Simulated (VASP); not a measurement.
An input for Quantum ESPRESSO's pw.x (written as the equivalent of a VASP run, and not itself run):

```
&CONTROL
  calculation = 'scf'
  pseudo_dir = './pseudo'
  outdir = './out'
  tprnfor = .true.
  tstress = .true.
/
&SYSTEM
  ibrav = 0
  nat = 2
  ntyp = 2
  ecutwfc = 84
  occupations = 'tetrahedra'
  input_dft = 'pbesol'
/
&ELECTRONS
  conv_thr = 7.3e-09
  electron_maxstep = 100
/
ATOMIC_SPECIES
  N 14.007 N.upf
  Ta 180.948 Ta.upf
CELL_PARAMETERS angstrom
     2.9261313    0.0000000   -0.0000000
    -1.4630656    2.5341044    0.0000000
    -0.0000000   -0.0000000    2.8732891
ATOMIC_POSITIONS crystal
  N    0.0000000  0.0000000  0.0000000
  Ta   0.3333330  0.6666670  0.5000000
K_POINTS automatic
  16 16 14 0 0 0
```

Q: Translate this input to VASP (INCAR, KPOINTS, POSCAR, choice of POTCAR).

A: One answer among several that fit: 
### INCAR
```
SYSTEM = TaN
PREC = Accurate
ENCUT = 520
EDIFF = 1E-7
NELM = 100
ALGO = Normal
LREAL = .FALSE.
LASPH = .TRUE.
ISMEAR = -5
GGA = PS
LMAXMIX = 6
LWAVE = .FALSE.
LCHARG = .TRUE.
LORBIT = 11
NEDOS = 601
ISIF = 2
```

File POSCAR:
```
TaN
2.9261310
  1.0000000894   0.0000000000   0.0000000000
 -0.5000000447   0.8660256040   0.0000000000
  0.0000000000   0.0000000000   0.9819413918
N Ta
1 1
Cartesian
  0.0000000000   0.0000000000   0.0000000000
 -0.0000005000   0.5773506914   0.4909706959
```

KPOINTS:
```
Regular mesh
0
gamma
  16 16 14
0 0 0
```

POTCAR, in this order: N Ta_pv (PBE.64 set). Program: vasp_std.

Limits of the translation: the potentials are each code's own (VASP's PAW set, PseudoDojo norm-conserving files in pw.x), so ENCUT and ecutwfc are chosen apart and not converted; conv_thr bounds pw.x's estimated SCF error, while EDIFF bounds the energy change between steps.

The structure comes from a measured TaN entry (P-6m2) of the Crystallography Open Database, whose conditions weren't checked. It was relaxed first.
